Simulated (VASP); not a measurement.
# TiNCl with r2SCAN: from relaxation to properties, part 5 of 7

Aim: relax TiNCl with r2SCAN, compute its properties on that cell and hold them against experiment. Left out of this account: 1 further run (core levels: core levels are not valid at this level). The start is a cell from a database of measured crystal structures.

VASP 6.6.1; r2SCAN; plane waves and PAW (Ti_sv, N, Cl).

So far, gap on the k-mesh (eV): step 2 (relaxing cell and atoms (r2SCAN)) 0.913; step 3 (second relaxation) 0.918; step 4 (single point with fields (r2SCAN)) 0.918; step 6 (total and projected DOS (r2SCAN)) 0.920.

## 7. Vibrations at Γ (r2SCAN)

Zone-centre modes test whether the atoms sit at a minimum within this cell. IBRION = 6 takes the force constants from differences of forces between displaced cells, so the forces must be tight.

INCAR reads:

```
SYSTEM = TiNCl
PREC = Accurate
ENCUT = 520
EDIFF = 1E-08
NELM = 100
ISMEAR = 0
SIGMA = 0.05
LREAL = .FALSE.
ALGO = Normal
METAGGA = R2SCAN
LASPH = .TRUE.
NBANDS = 30
LORBIT = 11
LWAVE = .FALSE.
LCHARG = .FALSE.
KPAR = 4
IBRION = 6
NFREE = 2
POTIM = 0.015
ISIF = 2
NSW = 1
```

POSCAR reads:

```
TiNCl
1.0
    3.2650128465      0.0000000000      0.0000000000
    0.0000000000      3.9349764887      0.0000000000
    0.0000000000      0.0000000000      8.0390175310
Ti N Cl
2 2 2
Direct
    0.0000000000      0.5000000000      0.0966246197
    0.5000000000      0.0000000000      0.9033753803
    0.5000000000      0.5000000000      0.9537411180
    0.0000000000      0.0000000000      0.0462588820
    0.5000000000      0.5000000000      0.3243572331
    0.0000000000      0.0000000000      0.6756427669
```

KPOINTS reads:

```
Automatic mesh
0
Gamma
7 6 3
0 0 0
```

The projector-augmented-wave data sets are Ti_sv, N and Cl (PBE family, release 64).

Started as:

```console
$ mpirun -np 4 vasp_std
```

The program printed:

```text
[... set-up lines as in an earlier step ...]
 entering main loop
       N       E                     dE             d eps       ncg     rms          rms(c)
DAV:   1     0.582935233376E+03    0.58294E+03   -0.23974E+04  1920   0.172E+03
DAV:   2     0.850570866462E+01   -0.57443E+03   -0.55229E+03  2052   0.507E+02
DAV:   3    -0.866543860779E+02   -0.95160E+02   -0.92831E+02  3218   0.180E+02
DAV:   4    -0.939823274879E+02   -0.73279E+01   -0.73112E+01  2910   0.466E+01
DAV:   5    -0.944409547563E+02   -0.45863E+00   -0.45850E+00  2664   0.102E+01    0.291E+01
DAV:   6    -0.669900657174E+02    0.27451E+02   -0.82375E+01  2544   0.850E+01    0.986E+00
DAV:   7    -0.672959770039E+02   -0.30591E+00   -0.91913E+00  2522   0.236E+01    0.649E+00
DAV:   8    -0.673644906618E+02   -0.68514E-01   -0.28598E+00  2828   0.135E+01    0.348E+00
DAV:   9    -0.672502691664E+02    0.11422E+00   -0.57110E-01  2530   0.618E+00    0.110E+00
DAV:  10    -0.672464070430E+02    0.38621E-02   -0.55711E-02  2822   0.216E+00    0.337E-01
DAV:  11    -0.672473969045E+02   -0.98986E-03   -0.33077E-03  2416   0.426E-01    0.123E-01
DAV:  12    -0.672473993692E+02   -0.24647E-05   -0.83243E-04  2904   0.193E-01    0.548E-02
DAV:  13    -0.672474956783E+02   -0.96309E-04   -0.62066E-04  2702   0.168E-01    0.391E-02
DAV:  14    -0.672474695273E+02    0.26151E-04   -0.11564E-04  2444   0.762E-02    0.123E-02
DAV:  15    -0.672474704223E+02   -0.89501E-06   -0.17799E-05  2696   0.300E-02    0.644E-03
DAV:  16    -0.672474699173E+02    0.50507E-06   -0.35909E-06  2596   0.156E-02    0.194E-03
DAV:  17    -0.672474703959E+02   -0.47863E-06   -0.54890E-07  2614   0.613E-03    0.103E-03
DAV:  18    -0.672474703673E+02    0.28593E-07   -0.20639E-08  1626   0.133E-03    0.742E-04
DAV:  19    -0.672474704002E+02   -0.32864E-07   -0.56770E-08  2016   0.162E-03    0.160E-04
DAV:  20    -0.672474703942E+02    0.59481E-08   -0.27978E-09   960   0.529E-04
   1 F= -.67247470E+02 E0= -.67247470E+02  d E =-.259265E-15
 Found     9 degrees of freedom:
 Finite differences POTIM= 0.01500 DOF=   9
 bond charge predicted
       N       E                     dE             d eps       ncg     rms          rms(c)
DAV:   1    -0.672355756683E+02    0.11895E-01   -0.90311E-01  3136   0.164E+01    0.241E-01
DAV:   2    -0.672463934087E+02   -0.10818E-01   -0.11187E-01  2646   0.236E+00    0.119E-01
DAV:   3    -0.672469068348E+02   -0.51343E-03   -0.45107E-03  3492   0.456E-01    0.777E-02
DAV:   4    -0.672469257925E+02   -0.18958E-04   -0.22242E-04  3284   0.168E-01    0.138E-02
DAV:   5    -0.672469297925E+02   -0.39999E-05   -0.50268E-05  3438   0.770E-02    0.922E-03
DAV:   6    -0.672469295354E+02    0.25708E-06   -0.43763E-06  3694   0.301E-02    0.567E-03
DAV:   7    -0.672469295425E+02   -0.71086E-08   -0.13045E-06  3758   0.136E-02    0.192E-03
DAV:   8    -0.672469295275E+02    0.15029E-07   -0.35893E-07  3640   0.729E-03    0.590E-04
DAV:   9    -0.672469295294E+02   -0.18917E-08   -0.62359E-08  3004   0.284E-03
   2 F= -.67246930E+02 E0= -.67246930E+02  d E =-.774296E-16
[... from here on, the cycles between the ionic steps are left out ...]
   3 F= -.67246929E+02 E0= -.67246929E+02  d E =-.773966E-16
   4 F= -.67246623E+02 E0= -.67246623E+02  d E =-.186678E-15
   5 F= -.67246623E+02 E0= -.67246623E+02  d E =-.186535E-15
   6 F= -.67244709E+02 E0= -.67244709E+02  d E =-.672937E-12
   7 F= -.67244927E+02 E0= -.67244927E+02  d E =-.222559E-19
   8 F= -.67246133E+02 E0= -.67246133E+02  d E =-.116581E-15
   9 F= -.67246133E+02 E0= -.67246133E+02  d E =-.116854E-15
  10 F= -.67245808E+02 E0= -.67245808E+02  d E =-.197315E-15
  11 F= -.67245807E+02 E0= -.67245807E+02  d E =-.197775E-15
  12 F= -.67245844E+02 E0= -.67245844E+02  d E =-.315984E-16
  13 F= -.67246153E+02 E0= -.67246153E+02  d E =-.164885E-14
  14 F= -.67247183E+02 E0= -.67247183E+02  d E =-.256132E-15
  15 F= -.67247183E+02 E0= -.67247183E+02  d E =-.256255E-15
  16 F= -.67247301E+02 E0= -.67247301E+02  d E =-.259995E-15
  17 F= -.67247301E+02 E0= -.67247301E+02  d E =-.260022E-15
  18 F= -.67246225E+02 E0= -.67246225E+02  d E =-.114278E-15
 Finite differences progress:
  Degree of freedom:   9/  9
  Displacement:        1/  2
  Total:              17/ 18
 bond charge predicted
       N       E                     dE             d eps       ncg     rms          rms(c)
DAV:   1    -0.672378705554E+02    0.83543E-02   -0.18808E+00  1920   0.483E+00    0.624E-01
DAV:   2    -0.672465494856E+02   -0.86789E-02   -0.59347E-02  2328   0.143E+00    0.233E-01
DAV:   3    -0.672464830506E+02    0.66435E-04   -0.19271E-03  2412   0.368E-01    0.143E-01
DAV:   4    -0.672463560901E+02    0.12696E-03   -0.59193E-04  2230   0.219E-01    0.988E-02
DAV:   5    -0.672463524725E+02    0.36176E-05   -0.22104E-04  2484   0.167E-01    0.227E-02
DAV:   6    -0.672463509163E+02    0.15563E-05   -0.32775E-05  2184   0.524E-02    0.128E-02
DAV:   7    -0.672463511473E+02   -0.23104E-06   -0.89319E-06  2418   0.353E-02    0.771E-03
DAV:   8    -0.672463513287E+02   -0.18136E-06   -0.20968E-06  2638   0.110E-02    0.404E-03
DAV:   9    -0.672463513868E+02   -0.58108E-07   -0.57806E-07  2148   0.469E-03    0.268E-03
DAV:  10    -0.672463514268E+02   -0.40019E-07   -0.11134E-07  2060   0.234E-03    0.714E-04
DAV:  11    -0.672463514316E+02   -0.47503E-08   -0.17484E-08  1118   0.125E-03
  19 F= -.67246351E+02 E0= -.67246351E+02  d E =-.581565E-15
 Finite differences progress:
  Degree of freedom:   9/  9
  Displacement:        2/  2
  Total:              18/ 18
```

Elapsed: 48 min, on 4 MPI ranks of AMD EPYC 7R43, shared host; peak memory 1.5 GiB.

OUTCAR, selected parts (step 7):

```text
   NELECT =      48.0000    total number of electrons

 E-fermi :   3.5436

 k-point     1 :       0.0000    0.0000    0.0000
  band No.  band energies     occupation
    ...
     20       0.8771      2.00000
     21       1.2677      2.00000
     22       1.3834      2.00000
     23       2.3273      2.00000
     24       3.2803      2.00000
     25       4.1963      0.00000
     26       5.2806      0.00000
     27       5.7640      0.00000
     28       5.9343      0.00000
     29       5.9379      0.00000
    ...

  Total        0.0794923      0.0190474      0.3343674      0.0000000      0.0000000      0.0000000
  in kB        1.2331205      0.2954727      5.1868591      0.0000000      0.0000000      0.0000000
  external PRESSURE =       2.2384841 kB  Pullay stress =       0.0000000 kB

 POSITION                                       TOTAL-FORCE (eV/Angst)
 -----------------------------------------------------------------------------------
      0.00000      1.96749      0.77677         0.000000      0.000000     -0.130561
      1.63251      0.00000      7.26225         0.000000      0.000000      0.011556
      1.63251      1.96749      7.66714         0.000000      0.000000     -0.039759
      0.00000      0.00000      0.37188         0.000000      0.000000      0.006330
      1.63251      1.96749      2.59251         0.000000      0.000000      0.155647
      0.00000      0.00000      5.43150         0.000000      0.000000     -0.003214
 -----------------------------------------------------------------------------------
    total drift:                                0.000000     -0.000000     -0.000780

  FREE ENERGIE OF THE ION-ELECTRON SYSTEM (eV)
  ---------------------------------------------------
  free  energy   TOTEN  =       -67.2463514316 eV

  energy  without entropy=      -67.2463514316  energy(sigma->0) =      -67.24635143

 Eigenvectors and eigenvalues of the dynamical matrix
 ----------------------------------------------------

   1 f  =   19.947796 THz   125.335701 2PiTHz  665.386864 cm-1    82.497420 meV
             X         Y         Z           dx          dy          dz
      0.000000  1.967488  0.776767     0.000000    0.023619   -0.000000
      1.632506  0.000000  7.262251     0.000000   -0.023619    0.000000
      1.632506  1.967488  7.667142     0.000000   -0.706382   -0.000000
      0.000000  0.000000  0.371876    -0.000000    0.706382    0.000000
      1.632506  1.967488  2.607513     0.000000   -0.021597   -0.000000
      0.000000  0.000000  5.431504     0.000000    0.021597    0.000000

   2 f  =   18.588419 THz   116.794479 2PiTHz  620.042905 cm-1    76.875488 meV
             X         Y         Z           dx          dy          dz
      0.000000  1.967488  0.776767     0.000000   -0.000000   -0.336339
      1.632506  0.000000  7.262251    -0.000000    0.000000   -0.336339
      1.632506  1.967488  7.667142    -0.000000   -0.000000    0.621993
      0.000000  0.000000  0.371876     0.000000    0.000000    0.621993
      1.632506  1.967488  2.607513     0.000000    0.000000    0.001039
      0.000000  0.000000  5.431504    -0.000000   -0.000000    0.001039

   3 f  =   18.432020 THz   115.811796 2PiTHz  614.826002 cm-1    76.228675 meV
             X         Y         Z           dx          dy          dz
      0.000000  1.967488  0.776767    -0.015201   -0.000000    0.000000
      1.632506  0.000000  7.262251     0.015201   -0.000000   -0.000000
      1.632506  1.967488  7.667142     0.706521    0.000000   -0.000000
      0.000000  0.000000  0.371876    -0.706521    0.000000   -0.000000
      1.632506  1.967488  2.607513    -0.024431    0.000000    0.000000
      0.000000  0.000000  5.431504     0.024431   -0.000000   -0.000000

   4 f  =   14.050849 THz    88.284086 2PiTHz  468.685863 cm-1    58.109615 meV
             X         Y         Z           dx          dy          dz
      0.000000  1.967488  0.776767    -0.000000   -0.000000   -0.335229
[...]
0.000000  0.000000  0.371876    -0.000000    0.000000   -0.203428
      1.632506  1.967488  2.607513     0.000000    0.000000    0.564270
      0.000000  0.000000  5.431504     0.000000    0.000000    0.564270

   8 f  =    9.520882 THz    59.821465 2PiTHz  317.582433 cm-1    39.375186 meV
             X         Y         Z           dx          dy          dz
      0.000000  1.967488  0.776767     0.182726    0.000000    0.000000
      1.632506  0.000000  7.262251     0.182726    0.000000    0.000000
      1.632506  1.967488  7.667142    -0.653601   -0.000000    0.000000
      0.000000  0.000000  0.371876    -0.653601    0.000000    0.000000
      1.632506  1.967488  2.607513     0.198536   -0.000000   -0.000000
      0.000000  0.000000  5.431504     0.198536    0.000000   -0.000000

   9 f  =    6.669646 THz    41.906621 2PiTHz  222.475437 cm-1    27.583426 meV
             X         Y         Z           dx          dy          dz
      0.000000  1.967488  0.776767    -0.000000    0.704831   -0.000000
      1.632506  0.000000  7.262251     0.000000   -0.704831   -0.000000
      1.632506  1.967488  7.667142     0.000000    0.025121   -0.000000
      0.000000  0.000000  0.371876     0.000000   -0.025121    0.000000
      1.632506  1.967488  2.607513    -0.000000   -0.050819    0.000000
      0.000000  0.000000  5.431504    -0.000000    0.050819   -0.000000

  10 f  =    6.282860 THz    39.476372 2PiTHz  209.573643 cm-1    25.983808 meV
             X         Y         Z           dx          dy          dz
      0.000000  1.967488  0.776767     0.000000    0.000000   -0.367913
      1.632506  0.000000  7.262251     0.000000    0.000000    0.367913
      1.632506  1.967488  7.667142     0.000000   -0.000000   -0.156787
      0.000000  0.000000  0.371876    -0.000000    0.000000    0.156787
      1.632506  1.967488  2.607513     0.000000   -0.000000   -0.583145
      0.000000  0.000000  5.431504    -0.000000   -0.000000    0.583145

  11 f  =    6.047780 THz    37.999325 2PiTHz  201.732241 cm-1    25.011599 meV
             X         Y         Z           dx          dy          dz
      0.000000  1.967488  0.776767     0.706678    0.000000   -0.000000
      1.632506  0.000000  7.262251    -0.706678   -0.000000   -0.000000
      1.632506  1.967488  7.667142     0.014517   -0.000000    0.000000
      0.000000  0.000000  0.371876    -0.014517   -0.000000   -0.000000
      1.632506  1.967488  2.607513    -0.019871   -0.000000   -0.000000
      0.000000  0.000000  5.431504     0.019871    0.000000   -0.000000

  12 f  =    4.226055 THz    26.553087 2PiTHz  140.966024 cm-1    17.477552 meV
             X         Y         Z           dx          dy          dz
      0.000000  1.967488  0.776767     0.019353   -0.000000    0.000000
      1.632506  0.000000  7.262251    -0.019353   -0.000000    0.000000
      1.632506  1.967488  7.667142     0.024843   -0.000000   -0.000000
      0.000000  0.000000  0.371876    -0.024843   -0.000000    0.000000
      1.632506  1.967488  2.607513     0.706405   -0.000000    0.000000
      0.000000  0.000000  5.431504    -0.706405    0.000000    0.000000

  13 f  =    4.094126 THz    25.724153 2PiTHz  136.565349 cm-1    16.931938 meV
             X         Y         Z           dx          dy          dz
      0.000000  1.967488  0.776767     0.463391   -0.000000    0.000000
      1.632506  0.000000  7.262251     0.463391   -0.000000    0.000000
      1.632506  1.967488  7.667142    -0.032390   -0.000000    0.000000
      0.000000  0.000000  0.371876    -0.032390   -0.000000    0.000000
      1.632506  1.967488  2.607513    -0.533122   -0.000000    0.000000
      0.000000  0.000000  5.431504    -0.533122    0.000000    0.000000
    [... 42 further lines ...]
      0.000000  0.000000  0.371876    -0.000000    0.271572    0.000000
      1.632506  1.967488  2.607513    -0.000000    0.415953    0.000000
      0.000000  0.000000  5.431504    -0.000000    0.415953    0.000000

 ELASTIC MODULI CONTR FROM IONIC RELAXATION (kBar)
 Direction    XX          YY          ZZ          XY          YZ          ZX
 --------------------------------------------------------------------------------
 XX        -567.5862   -197.1479   -837.0927      0.0000     -0.0000     -0.0000
 YY        -197.1479   -640.1578   -382.6172      0.0000     -0.0000      0.0000
 ZZ        -837.0927   -382.6172  -1739.2437      0.0000     -0.0000      0.0000
 XY           0.0000      0.0000      0.0000      0.0000      0.0000      0.0000
 YZ          -0.0000     -0.0000     -0.0000      0.0000   -361.3522      0.0000
 ZX          -0.0000      0.0000      0.0000      0.0000      0.0000   -711.1674
 --------------------------------------------------------------------------------

[... 9 parts as in an earlier step ...]

[... 8 further parts left out ...]
```

The last energy, forces, stress and levels in OUTCAR belong to the last displaced cell, not to the cell of POSCAR.

This step gave:

```yaml
bands: 30
irreducible_k_points: 32
pressure_of_the_cell: -0.003204 GPa
largest_force_of_the_cell: 0.01002 eV/Å
```

Transverse limit, no LO-TO splitting. Modes at Γ, with each element's share of the kinetic energy:

| mode | frequency (cm⁻¹) | symmetry | Ti % | N % | Cl % |
| --- | --- | --- | --- | --- | --- |
| 1 | -2.4 | acoustic | 51 | 15 | 35 |
| 2 | -1.7 | acoustic | 50 | 14 | 35 |
| 3 | -0.7 | acoustic | 49 | 14 | 36 |
| 4 | 108.5 | Bg | 1 | 0 | 99 |
| 5 | 123.0 | Bu | 30 | 5 | 65 |
| 6 | 136.6 | Bu | 43 | 0 | 57 |
| 7 | 141.0 | Bg | 0 | 0 | 100 |
| 8 | 201.7 | Bg | 100 | 0 | 0 |
| 9 | 209.6 | Ag | 27 | 5 | 68 |
| 10 | 222.5 | Bg | 99 | 0 | 1 |
| 11 | 317.6 | Bu | 7 | 85 | 8 |
| 12 | 346.8 | Bu | 28 | 8 | 64 |
| 13 | 408.2 | Bu | 19 | 81 | 0 |
| 14 | 414.6 | Ag | 50 | 18 | 32 |
| 15 | 468.7 | Ag | 22 | 77 | 0 |
| 16 | 614.8 | Bg | 0 | 100 | 0 |
| 17 | 620.0 | Bu | 23 | 77 | 0 |
| 18 | 665.4 | Bg | 0 | 100 | 0 |

Displacements in mode 4 (108.5 cm⁻¹), the largest set to 1:
```
Ti1  0.00 -0.06  0.00
Ti2  0.00  0.06  0.00
N3   0.00  0.04  0.00
N4   0.00 -0.04  0.00
Cl5  0.00 -1.00  0.00
Cl6  0.00  1.00  0.00
```

Displacements in mode 9 (209.6 cm⁻¹), the largest set to 1:
```
Ti1  0.00  0.00 -0.54
Ti2  0.00  0.00  0.54
N3   0.00  0.00 -0.43
N4   0.00  0.00  0.43
Cl5  0.00  0.00 -1.00
Cl6  0.00  0.00  1.00
```

The three acoustic modes lie within 2.4 cm⁻¹ of zero, and all others are real. By the characters of their eigenvectors the optical modes sort into (cm⁻¹) Raman active: Bg 109, Bg 141, Bg 202, Ag 210, Bg 222, Ag 415, Ag 469, Bg 615, Bg 665; infrared active: Bu 123, Bu 137, Bu 318, Bu 347, Bu 408, Bu 620. B labels carry no number here, since it depends on the setting of the axes. With a centre of inversion no mode is active in both.

(Part 5 of 7 ends here.)

[Lines on the potential files, build, host, timing and source positions are cut from VASP's logs without a mark.]

[Logs are printed without paths, hosts, clocks, repeated set-up lines and the standing remarks that a program may print on its own settings, such as how far it seeks lower states.]

[Hosts, paths, dates, database ids (printed as entryN), source tags and the programs' standing remarks are cut or masked in the printed files.]

[A measured line is paired with the nearest computed mode of its activity, which favours agreement.]
